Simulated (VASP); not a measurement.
VASP ran on this input.

File KPOINTS:
```
Automatic mesh
0
G
7 7 7
```

File POSCAR:
```
NaF
1
    0.0000000000     2.3613000000     2.3613000000
    2.3613000000     0.0000000000     2.3613000000
    2.3613000000     2.3613000000     0.0000000000
Na F
1 1
Direct
  0.0000000000   0.0000000000   0.0000000000
  0.5000000000   0.5000000000   0.5000000000
```

INCAR:
```
ENCUT = 520
LWAVE = .FALSE.
ALGO = Normal   ! blocked Davidson
EDIFF = 1E-6   ! SCF stop (eV)
ISIF = 2   ! forces and stress, cell fixed
SIGMA = 0.05   ! width (eV)
PREC = Accurate
LASPH = .TRUE.   ! aspherical one-centre terms
ISMEAR = 0   ! Gaussian
NELM = 100
LREAL = .FALSE.
SYSTEM = NaF
GGA = PE   ! PBE
LCHARG = .FALSE.
```

POTCAR, in this order: Na_pv F (PBE.64 set). Program: vasp_std.

Q: Write an equivalent input for Quantum ESPRESSO's pw.x.

A: One equivalent input (not run):
```
&CONTROL
  calculation = 'scf'
  pseudo_dir = './pseudo'
  outdir = './out'
  tprnfor = .true.
  tstress = .true.
/
&SYSTEM
  ibrav = 0
  nat = 2
  ntyp = 2
  ecutwfc = 88
  occupations = 'smearing'
  smearing = 'gaussian'
  degauss = 0.003675
  input_dft = 'pbe'
/
&ELECTRONS
  conv_thr = 7.3e-08
  electron_maxstep = 100
/
ATOMIC_SPECIES
  Na 22.990 Na.upf
  F 18.998 F.upf
CELL_PARAMETERS angstrom
     0.0000000    2.3613000    2.3613000
     2.3613000    0.0000000    2.3613000
     2.3613000    2.3613000    0.0000000
ATOMIC_POSITIONS crystal
  Na   0.0000000  0.0000000  0.0000000
  F    0.5000000  0.5000000  0.5000000
K_POINTS automatic
  7 7 7 0 0 0
```
What does not carry over: the potentials are each code's own (VASP's PAW set, PseudoDojo norm-conserving files in pw.x), so ENCUT and ecutwfc are chosen apart and not converted; conv_thr bounds pw.x's estimated SCF error, while EDIFF bounds the energy change between steps.

The compound is NaF in the rock salt structure. The cell was not relaxed at this level.
